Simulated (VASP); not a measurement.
Data:

```
CELL_PARAMETERS angstrom
      1.99749    -3.45975     0.00000
      1.99749     3.45975     0.00000
      0.00000     0.00000     4.87577
ATOMIC_POSITIONS crystal
  Al 0.00000 0.00000 0.00000
  Al 0.33333 0.66667 0.64773
  Al 0.66667 0.33333 0.35227
  Ni 0.33333 0.66667 0.14596
  Ni 0.66667 0.33333 0.85404
```

Computed with PBEsol GGA, VASP's PBE PAW potentials (set 64) (plane waves; VASP). Settings: 400 eV cut-off, Gaussian smearing of 0.050 eV, potentials Al Ni.

Q: Estimate the band gap (along the path) with the smallest direct gap where there is one.

A: 
```
Item                                                          Value
-------------------------  ----------------------------------------
band gap (along the path)  none (metal, semimetal or under 0.01 eV)
```

The compound is Al3Ni2 in the sg164 structure. It was relaxed first. The run is not spin-polarised, so no magnetic state was tried. The electron count is odd and the run is not spin-polarised, which forces a metal.
